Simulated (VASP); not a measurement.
Computed with PBE GGA, VASP's PBE PAW potentials (set 64) (plane waves; VASP 6.6.1).

VASP ran on this input.

POSCAR:
```
I
1
    2.3950000000    -3.6350000000     0.0000000000
    2.3950000000     3.6350000000     0.0000000000
    0.0000000000     0.0000000000     9.7900000000
I
4
Direct
  0.8460000000   0.8460000000   0.8830000000
  0.6540000000   0.6540000000   0.3830000000
  0.3460000000   0.3460000000   0.6170000000
  0.1540000000   0.1540000000   0.1170000000
```

**INCAR**
```
ALGO=Normal
EDIFF=1E-6
ENCUT=300
GGA=PE
ISIF=2
ISMEAR=-1
LASPH=.TRUE.
LCHARG=.FALSE.
LMAXMIX=4
LREAL=.FALSE.
LWAVE=.FALSE.
NELM=100
PREC=Accurate
SIGMA=0.02
SYSTEM=I
```

KPOINTS:
```
Automatic mesh
0
Gamma
3 3 2
0 0 0
```

POTCAR, in this order: I (PBE.64 set). Program: vasp_std.

Task: What does the run give for the energy per atom (σ→0), largest force?

Result: 
The energy per atom (σ→0) is -1.488 eV/atom and the largest force is 0.475 eV/Å.

**OSZICAR**
```
...
DAV:   7    -0.596236137275E+01    0.47790E-01   -0.38740E-01   302   0.324E+00    0.597E-01
DAV:   8    -0.595333218301E+01    0.90292E-02   -0.52066E-02   302   0.125E+00    0.339E-01
DAV:   9    -0.595344331749E+01   -0.11113E-03   -0.11130E-03   316   0.225E-01    0.102E-01
DAV:  10    -0.595351412751E+01   -0.70810E-04   -0.14755E-04   314   0.785E-02    0.117E-02
DAV:  11    -0.595351654240E+01   -0.24149E-05   -0.77810E-06   354   0.176E-02    0.674E-03
DAV:  12    -0.595351807477E+01   -0.15324E-05   -0.17730E-06   172   0.853E-03    0.175E-03
DAV:  13    -0.595351837480E+01   -0.30003E-06   -0.35957E-07   162   0.388E-03
   1 F= -.59535184E+01 E0= -.59535184E+01  d E =-.999761E-11
```

The structure is a typed I crystal (Cmce). The cell was not relaxed at this level. The k-mesh is coarse (spacing up to 0.52 per Å, 2π included), so the numbers may not be converged in it.
